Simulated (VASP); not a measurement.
# Adsorption sites of OH on Al(111), part 4 of 8

Which site of Al(111) does OH prefer, and what does it do to the work function?

VASP 6.6.1, plane waves and PAW; the level of theory is named at each step.

So far. Step 4 (Relaxing the slab): The run ended after 7 ionic steps, 0.011 eV below its first step, once the forces on the free atoms met EDIFFG = -0.03. Step 5 (Potential and states of the slab): The vacuum level lies 3.86 eV above the Fermi level at the upper face; both faces agree, as the slab has next to no dipole.

### Step 6. The free molecule

This step: RPBE, spin-polarised, with small moments to start from; plane waves and PAW (O, H) (VASP 6.6.1).

System of this step: HO (OH). The cell holds 2 atoms: 1 O and 1 H. Cell: a = 11.000 Å, b = 11.500 Å, c = 13.000 Å, α = 90.0°, β = 90.0°, γ = 90.0°. Vacuum lies along a, b and c.

The adsorption energy needs the molecule on its own, relaxed in a large box with the same cutoff and functional.

Contents of INCAR:

```
SYSTEM = HO
PREC = Normal
ENCUT = 440
EDIFF = 1E-05
NELM = 120
ISMEAR = 0
SIGMA = 0.01
LREAL = .FALSE.
ALGO = Normal
GGA = RP
NBANDS = 12
ISPIN = 2
MAGMOM = 0.6 0.6
LORBIT = 11
LWAVE = .FALSE.
LCHARG = .FALSE.
NCORE = 4
IBRION = 2
NSW = 30
ISIF = 2
EDIFFG = -0.03
POTIM = 0.4
MAXMIX = 40
ISYM = 0
```

Contents of POSCAR:

```
HO
1.0
   11.0000000000      0.0000000000      0.0000000000
    0.0000000000     11.5000000000      0.0000000000
    0.0000000000      0.0000000000     13.0000000000
O H
1 1
Direct
    0.5000000000      0.5000000000      0.4623076900
    0.5000000000      0.5000000000      0.5376923100
```

Contents of KPOINTS:

```
Automatic mesh
0
Gamma
1 1 1
0 0 0
```

The projector-augmented-wave data sets are O and H (PBE family, release 64).

The run is started by

```bash
$ mpirun -np 4 vasp_gam
```

Log:

```text
[banner, memory and clock lines left out]
running    4 mpi-ranks, on    1 nodes
 distrk:  each k-point on    4 cores,    1 groups
 distr:  one band on    4 cores,    1 groups

 POSCAR found type information on POSCAR O H
 POSCAR found :  2 types and       2 ions
 [... a notice as in an earlier step ...]

 LDA part: xc-table for (Slater+PW92), standard interpolation
 POSCAR, INCAR and KPOINTS ok, starting setup
 FFT: planning ... GRIDC
 FFT: planning ... GRID_SOFT
 FFT: planning ... GRID
 WAVECAR not read
 entering main loop
       N       E                     dE             d eps       ncg     rms          rms(c)
DAV:   1     0.596930302382E+02    0.59693E+02   -0.12355E+03    64   0.212E+02
DAV:   2     0.901697349350E+01   -0.50676E+02   -0.50124E+02    92   0.542E+01
DAV:   3    -0.689430179480E+01   -0.15911E+02   -0.15866E+02    72   0.400E+01
DAV:   4    -0.765186858619E+01   -0.75757E+00   -0.75412E+00    56   0.102E+01
DAV:   5    -0.765930274473E+01   -0.74342E-02   -0.70797E-02    52   0.904E-01    0.604E+00
DAV:   6    -0.706299941081E+01    0.59630E+00   -0.24332E+00    48   0.739E+00    0.573E+00
DAV:   7    -0.758333177290E+01   -0.52033E+00   -0.36743E-01    52   0.370E+00    0.347E+00
DAV:   8    -0.764986623323E+01   -0.66534E-01   -0.78362E-02    48   0.138E+00    0.191E+00
DAV:   9    -0.768265340252E+01   -0.32787E-01   -0.60752E-02    60   0.160E+00    0.373E-01
DAV:  10    -0.770108921574E+01   -0.18436E-01   -0.56961E-03    56   0.521E-01    0.121E-01
DAV:  11    -0.771062479711E+01   -0.95356E-02   -0.88227E-04    48   0.180E-01    0.797E-02
DAV:  12    -0.771557775974E+01   -0.49530E-02   -0.17062E-03    60   0.212E-01    0.413E-02
DAV:  13    -0.771773416856E+01   -0.21564E-02   -0.45629E-04    56   0.981E-02    0.298E-02
DAV:  14    -0.772122450153E+01   -0.34903E-02   -0.11448E-03    56   0.126E-01    0.218E-02
DAV:  15    -0.772198063747E+01   -0.75614E-03   -0.24227E-04    56   0.699E-02    0.219E-02
DAV:  16    -0.772285282195E+01   -0.87218E-03   -0.13289E-04    48   0.566E-02    0.217E-02
DAV:  17    -0.772327856887E+01   -0.42575E-03   -0.11270E-04    48   0.466E-02    0.233E-02
DAV:  18    -0.772336917811E+01   -0.90609E-04   -0.10819E-05    60   0.204E-02    0.234E-02
DAV:  19    -0.772319246314E+01    0.17671E-03   -0.51277E-05    48   0.335E-02    0.216E-02
DAV:  20    -0.772289325174E+01    0.29921E-03   -0.38421E-04    48   0.726E-02    0.181E-02
DAV:  21    -0.772303670793E+01   -0.14346E-03   -0.46510E-04    52   0.831E-02    0.198E-02
DAV:  22    -0.772279358343E+01    0.24312E-03   -0.11830E-03    52   0.131E-01    0.217E-02
DAV:  23    -0.772304168416E+01   -0.24810E-03   -0.13604E-04    56   0.613E-02    0.184E-02
DAV:  24    -0.772324254126E+01   -0.20086E-03   -0.63477E-05    48   0.436E-02    0.139E-02
DAV:  25    -0.772341241030E+01   -0.16987E-03   -0.75244E-04    48   0.119E-01    0.173E-02
DAV:  26    -0.772383231003E+01   -0.41990E-03   -0.49569E-05    48   0.463E-02    0.187E-02
DAV:  27    -0.772374332868E+01    0.88981E-04   -0.17100E-04    48   0.577E-02    0.139E-02
DAV:  28    -0.772360560617E+01    0.13772E-03   -0.42017E-04    48   0.821E-02    0.125E-02
DAV:  29    -0.772330853879E+01    0.29707E-03   -0.15830E-03    52   0.153E-01    0.180E-02
DAV:  30    -0.772373989854E+01   -0.43136E-03   -0.89534E-05    56   0.636E-02    0.865E-03
DAV:  31    -0.772367466942E+01    0.65229E-04   -0.36583E-04    48   0.746E-02    0.111E-02
DAV:  32    -0.772354533342E+01    0.12934E-03   -0.82587E-04    56   0.111E-01    0.146E-02
DAV:  33    -0.772386475785E+01   -0.31942E-03   -0.31141E-05    56   0.454E-02    0.758E-03
DAV:  34    -0.772390282494E+01   -0.38067E-04   -0.59095E-05    52   0.378E-02    0.584E-03
DAV:  35    -0.772388453824E+01    0.18287E-04   -0.71787E-05    56   0.387E-02    0.660E-03
DAV:  36    -0.772390842908E+01   -0.23891E-04   -0.60195E-05    56   0.366E-02    0.459E-03
DAV:  37    -0.772391251858E+01   -0.40895E-05   -0.17541E-05    56   0.175E-02
   1 F= -.77239125E+01 E0= -.77239125E+01  d E =-.772391E+01  mag=     1.0000
 curvature:   0.00 expect dE= 0.000E+00 dE for cont linesearch  0.000E+00
 trial: gam= 0.00000 g(F)=  0.107E-01 g(S)=  0.000E+00 ort = 0.000E+00 (trialstep = 0.100E+01)
 search vector abs. value=  0.107E-01
 bond charge predicted
       N       E                     dE             d eps       ncg     rms          rms(c)
DAV:   1    -0.771296397614E+01    0.10944E-01   -0.13849E+00    64   0.764E+00    0.476E-01
DAV:   2    -0.767854990966E+01    0.34414E-01   -0.20251E-01    48   0.213E+00    0.505E-01
DAV:   3    -0.445450918647E+01    0.32240E+01   -0.32741E+01    52   0.238E+01    0.511E+00
DAV:   4     0.104202254610E+02    0.14875E+02   -0.11995E+01    56   0.215E+01    0.128E+01
DAV:   5     0.114131894215E+02    0.99296E+00   -0.15365E-01    56   0.230E+00    0.135E+01
DAV:   6     0.115488062895E+02    0.13562E+00   -0.18021E-02    64   0.603E-01    0.136E+01
DAV:   7     0.103703340907E+02   -0.11785E+01   -0.84087E-02    56   0.170E+00    0.130E+01
DAV:   8     0.106137631892E+02    0.24343E+00   -0.51584E-03    56   0.497E-01    0.132E+01
DAV:   9     0.110189264166E+02    0.40516E+00   -0.58452E-03    56   0.556E-01    0.135E+01
DAV:  10     0.724764867214E+01   -0.37713E+01   -0.37204E-01    56   0.399E+00    0.113E+01
DAV:  11     0.486143202269E+01   -0.23862E+01   -0.16719E-01    60   0.261E+00    0.986E+00
DAV:  12     0.805443182472E+00   -0.40560E+01   -0.62355E-01    72   0.472E+00    0.760E+00
DAV:  13     0.355477390645E+00   -0.44997E+00   -0.30379E-02    72   0.105E+00    0.745E+00
DAV:  14    -0.288722718416E+00   -0.64420E+00   -0.32132E-02    72   0.115E+00    0.711E+00
DAV:  15     0.710868927048E+01    0.73974E+01   -0.19653E+00    60   0.894E+00    0.110E+01
DAV:  16     0.705144210732E+01   -0.57247E-01   -0.16724E-02    68   0.761E-01    0.109E+01
DAV:  17     0.705072572616E+01   -0.71638E-03   -0.39585E-04    64   0.882E-02    0.110E+01
DAV:  18     0.722062142321E+01    0.16990E+00   -0.87716E-04    56   0.231E-01    0.111E+01
DAV:  19     0.708899166528E+01   -0.13163E+00   -0.70896E-04    56   0.208E-01    0.110E+01
DAV:  20     0.312837321446E+01   -0.39606E+01   -0.45580E-01    52   0.446E+00    0.878E+00
DAV:  21     0.153665248499E+00   -0.29747E+01   -0.46330E-01    56   0.421E+00    0.721E+00
DAV:  22     0.133666512677E+01    0.11830E+01   -0.16356E-01    68   0.256E+00    0.771E+00
DAV:  23    -0.135688745471E+01   -0.26936E+01   -0.40597E-01    76   0.386E+00    0.626E+00
DAV:  24    -0.263383483453E+01   -0.12769E+01   -0.15287E-01    72   0.237E+00    0.562E+00
DAV:  25    -0.750106651592E+01   -0.48672E+01   -0.63594E+00    68   0.137E+01    0.155E+00
DAV:  26    -0.609015331913E+01    0.14109E+01   -0.24347E+00    48   0.867E+00    0.369E+00
DAV:  27    -0.525671095575E+01    0.83344E+00   -0.23286E-01    64   0.286E+00    0.433E+00
DAV:  28    -0.743294471779E+01   -0.21762E+01   -0.24497E+00    60   0.800E+00    0.254E+00
DAV:  29    -0.747805236181E+01   -0.45108E-01   -0.46602E-02    48   0.132E+00    0.212E+00
DAV:  30    -0.693303642790E+01    0.54502E+00   -0.48179E-01    48   0.391E+00    0.339E+00
[...]
DAV:  75    -0.770328207681E+01    0.68320E-03   -0.35343E-03    52   0.237E-01    0.589E-01
DAV:  76    -0.770439473314E+01   -0.11127E-02   -0.39991E-03    56   0.257E-01    0.558E-01
DAV:  77    -0.770515146433E+01   -0.75673E-03   -0.67940E-03    52   0.317E-01    0.535E-01
DAV:  78    -0.770857351711E+01   -0.34221E-02   -0.10532E-02    48   0.436E-01    0.408E-01
DAV:  79    -0.771362071593E+01   -0.50472E-02   -0.21361E-03    48   0.278E-01    0.241E-01
DAV:  80    -0.771497553787E+01   -0.13548E-02   -0.11484E-03    48   0.175E-01    0.140E-01
DAV:  81    -0.771583208163E+01   -0.85654E-03   -0.26179E-04    52   0.105E-01    0.634E-02
DAV:  82    -0.771599719338E+01   -0.16511E-03   -0.31796E-04    48   0.805E-02    0.259E-02
DAV:  83    -0.771622292149E+01   -0.22573E-03   -0.81375E-05    48   0.540E-02    0.647E-03
DAV:  84    -0.771625767206E+01   -0.34751E-04   -0.13179E-05    52   0.180E-02    0.240E-03
DAV:  85    -0.771627441464E+01   -0.16743E-04   -0.10488E-06    60   0.782E-03    0.258E-03
DAV:  86    -0.771627910914E+01   -0.46945E-05   -0.14888E-05    52   0.166E-02
   2 F= -.77162791E+01 E0= -.77162791E+01  d E =0.763341E-02  mag=     1.0000
 trial-energy change:    0.007633  1 .order    0.007040   -0.010670    0.024751
 step:   0.2809(harm=  0.3012)  dis= 0.00403  next Energy=    -7.725398 (dE=-0.149E-02)
 bond charge predicted
       N       E                     dE             d eps       ncg     rms          rms(c)
DAV:   1    -0.772347226130E+01   -0.71978E-02   -0.71286E-01    64   0.548E+00    0.336E-01
DAV:   2    -0.752189858172E+01    0.20157E+00   -0.21860E+00    60   0.598E+00    0.182E+00
DAV:   3    -0.768587114629E+01   -0.16397E+00   -0.72847E-01    56   0.433E+00    0.794E-01
DAV:   4    -0.770872964494E+01   -0.22858E-01   -0.57299E-02    48   0.105E+00    0.503E-01
DAV:   5    -0.771242399913E+01   -0.36944E-02   -0.60968E-02    48   0.927E-01    0.178E-01
DAV:   6    -0.772261953905E+01   -0.10196E-01   -0.49191E-03    56   0.368E-01    0.930E-02
DAV:   7    -0.772505926791E+01   -0.24397E-02   -0.52146E-04    64   0.145E-01    0.648E-02
DAV:   8    -0.772513065672E+01   -0.71389E-04   -0.45881E-04    48   0.107E-01    0.271E-02
DAV:   9    -0.772523239210E+01   -0.10174E-03   -0.83101E-05    60   0.474E-02    0.107E-02
DAV:  10    -0.772534550149E+01   -0.11311E-03   -0.45231E-05    48   0.371E-02    0.768E-03
DAV:  11    -0.772538012995E+01   -0.34628E-04   -0.40316E-06    56   0.153E-02    0.379E-03
DAV:  12    -0.772539091465E+01   -0.10785E-04   -0.48439E-06    48   0.108E-02    0.213E-03
DAV:  13    -0.772540020348E+01   -0.92888E-05   -0.88124E-07    56   0.642E-03
   3 F= -.77254002E+01 E0= -.77254002E+01  d E =-.148768E-02  mag=     1.0000
 curvature:  -0.15 expect dE=-0.228E-08 dE for cont linesearch -0.221E-08
 trial: gam= 0.00000 g(F)=  0.152E-07 g(S)=  0.000E+00 ort =-0.125E-04 (trialstep = 0.856E+00)
 search vector abs. value=  0.153E-07
 reached required accuracy - stopping structural energy minimisation
```

It took 3.9 min on 4 MPI ranks of Intel Xeon Platinum 8175M at 2.50GHz (Skylake/Cascade Lake), shared host; peak memory 1.1 GiB.

OUTCAR, selected parts (step 6):

```text
   k-points           NKPTS =      1   k-points in BZ     NKDIM =      1   number of bands    NBANDS=     12

   ENCUT  =  440.0 eV  32.34 Ry    5.69 a.u.  18.81 19.67 22.23*2*pi/ulx,y,z

   NELECT =       7.0000    total number of electrons

 E-fermi :  -7.0966

 spin component 1
 k-point     1 :       0.0000    0.0000    0.0000
  band No.  band energies     occupation
      1     -25.4501      1.00000
      2     -11.5883      1.00000
      3      -9.9060      1.00000
      4      -7.8945      1.00000
      5      -0.9401      0.00000
      6       0.2213      0.00000
      7       0.6435      0.00000
      8       0.7990      0.00000
      9       0.9033      0.00000
    ...

 spin component 2
 k-point     1 :       0.0000    0.0000    0.0000
  band No.  band energies     occupation
      1     -23.8110      1.00000
      2     -10.9238      1.00000
      3      -7.2275      1.00000
      4      -6.2669      0.00000
      5      -0.8134      0.00000
      6       0.2468      0.00000
      7       0.6737      0.00000
      8       0.9031      0.00000
    ...

  Total       -0.3182714     -0.2684413     -0.2740841      0.0189860     -0.0000258      0.0000114
  in kB       -0.3100804     -0.2615328     -0.2670303      0.0184974     -0.0000252      0.0000111
  external PRESSURE =      -0.2795478 kB  Pullay stress =       0.0000000 kB

 POSITION                                       TOTAL-FORCE (eV/Angst)
 -----------------------------------------------------------------------------------
      5.50000      5.75000      6.00597         0.000006     -0.000078      0.000436
      5.50000      5.75000      6.99403        -0.000006      0.000078     -0.000436
 -----------------------------------------------------------------------------------
    total drift:                                0.000008     -0.000149     -0.004025

  FREE ENERGIE OF THE ION-ELECTRON SYSTEM (eV)
  ---------------------------------------------------
  free  energy   TOTEN  =        -7.7254002035 eV

  energy  without entropy=       -7.7254002035  energy(sigma->0) =       -7.72540020

 magnetization (x)
# of ion       s       p       d       tot
------------------------------------------
    1        0.012   0.766   0.000   0.778
    2       -0.017   0.009   0.000  -0.007
--------------------------------------------------
tot         -0.005   0.775   0.000   0.770

[... 1 part as in an earlier step ...]

[... 7 further parts left out ...]
```

Relaxation path:

```csv
step,energy less that of the first step (eV),largest force (eV/Å)
1,0.0000,0.3718
2,0.0076,0.8624
3,-0.0015,0.0004
```

This step gave:

```
electronic cycles                                     : 136
electrons                                             : 7
free energy (TOTEN)                                   : -7.725 eV
moment of the cell, from the last line of the log     : 1 μB
gap between the highest filled and lowest empty level : 0.9606 eV
```

Spin moment in the PAW sphere by atom:

```csv
atom,spin moment in the PAW sphere (μB)
O1,0.778
H2,-0.007
```

The run ended after 3 ionic steps, 0.001 eV below its first step, once the forces on the free atoms met EDIFFG = -0.03.

Energy at zero smearing: -7.72540 eV.

[end of part 4 of 8]

[Lines on the potential files, build, host, timing and source positions are cut from VASP's logs without a mark.]

[Logs are printed without paths, hosts, clocks, repeated set-up lines and the standing remarks that a program may print on its own settings, such as how far it seeks lower states.]

[Hosts, paths, dates, database ids (printed as entryN), source tags and the programs' standing remarks are cut or masked in the printed files.]

[Runs that stopped without an error message from VASP are left out.]
